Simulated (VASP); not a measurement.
All values below come from PBE GGA, VASP's PBE PAW potentials (set 64) (plane waves; VASP 6.6.1).

A VASP calculation is set up with these files.

File POSCAR:
```
AlCo
1
    2.8562820000     0.0000000000     0.0000000000
    0.0000000000     2.8562820000     0.0000000000
    0.0000000000     0.0000000000    22.0100000000
Al Co
4 4
Direct
  0.5000000000   0.5000000000   0.2726030000
  0.5000000000   0.5000000000   0.4025440000
  0.5000000000   0.5000000000   0.5324850000
  0.5000000000   0.5000000000   0.6624260000
  0.0000000000   0.0000000000   0.3375740000
  0.0000000000   0.0000000000   0.4675150000
  0.0000000000   0.0000000000   0.5974560000
  0.0000000000   0.0000000000   0.7273970000
```

### INCAR
```
SYSTEM  =  AlCo
PREC  =  Accurate; ENCUT  =  390; LREAL  =  F
LASPH  =  T
EDIFF  =  1E-6; NELM  =  100; ALGO  =  Normal
LMAXMIX  =  4
ISMEAR  =  0; SIGMA  =  0.2
GGA  =  PE
ISIF  =  2
LWAVE  =  F; LCHARG  =  F
DIPOL  =  0.5 0.5 0.5
LDIPOL  =  T; IDIPOL  =  3
```

File KPOINTS:
```
Automatic mesh
0
Gamma
15 15 1
0 0 0
```

POTCAR, in this order: Al Co (PBE.64 set). Program: vasp_std.

Q: What will the output report for the number of irreducible k-points (NKPTS), largest plane-wave count, number of space-group operations, FFT grid (NGX, NGY, NGZ)?

A: 
- number of irreducible k-points (NKPTS) = 36
- largest plane-wave count = 3197
- number of space-group operations = 8
- FFT grid (NGX, NGY, NGZ) = 18 × 18 × 144

The cell is a sheet with vacuum, built from a generated structure. The run is not spin-polarised, so no magnetic state was tried.
